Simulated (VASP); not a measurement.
Input:

```yaml
crystal:
  lattice:
    - [0.00000, 2.52105, 2.52105]
    - [2.52105, 0.00000, 2.52105]
    - [2.52105, 2.52105, 0.00000]
  atoms:
    - { symbol: Li, position: [0.00000, 0.00000, 0.00000] }
    - { symbol: Cl, position: [0.50000, 0.50000, 0.50000] }
```

Method: optB86b-vdW, VASP's PBE PAW potentials (set 64) (plane waves; VASP). Run with 520 eV cut-off, 9×9×9 Γ-centred mesh, Gaussian smearing of 0.050 eV, potentials Li_sv Cl.

**Question.** Give the stress tensor in GPa (positive for a compressed cell).

**Answer.** 
```
1.10  0.00  0.00
0.00  1.10  0.00
0.00  0.00  1.10
```
The pressure is its mean diagonal, 1.10 GPa.

The compound is LiCl in the rock salt structure. This cell is one point of a volume scan, at 0.97 of the reference volume.
